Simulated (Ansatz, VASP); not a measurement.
**BePtBr2: VASP beside Ansatz**

```xyz
4
Lattice="3.2026 0.0000 0.0000 -1.6013 2.7735 0.0000 0.0000 0.0000 10.6605" Properties=species:S:1:pos:R:3 pbc="T T T"
Be    0.0000    0.0000    5.3303
Pt    0.0000    0.0000    0.0000
Br    0.0000    1.8490    6.7583
Br    1.6013    0.9245    3.9022
```

Alike in both runs: functional PBE; k mesh 18 × 18 × 6; occupations gaussian, width 0.1 eV; no spin polarisation.

Ansatz relaxed the structure, and its values are those at the end. VASP's run is a single point on that final structure, the one shown.

|  | VASP | Ansatz |
| --- | --- | --- |
| version | VASP 6.6.1 | Ansatz 0.2.0 |
| potentials or method | VASP PAW PBE potentials, release 64 (Be, Pt, Br) | scalar-relativistic, plane waves, PAW |
| plane-wave cutoff (eV) | 520 | 420 |
| valence electrons in the cell | 26 | 34 |

|  | VASP | Ansatz | Ansatz less VASP |
| --- | --- | --- | --- |
| gap on the k mesh at the Fermi level (eV) | none | none | - |
| pressure (GPa) | 0.1 | 0.0 | -0.05 |

A gap of «none» marks a metal or a gap that the smearing closes. With one functional, cell and mesh, what is left measures potentials, basis and numerics. The two sets of potentials don't hold the same shells in valence.

Caveats: this functional lacks dispersion, which binds the layers, so the pressure and a relaxed spacing across them are unreliable. Spin-orbit coupling is left out, which matters for the levels of Pt.
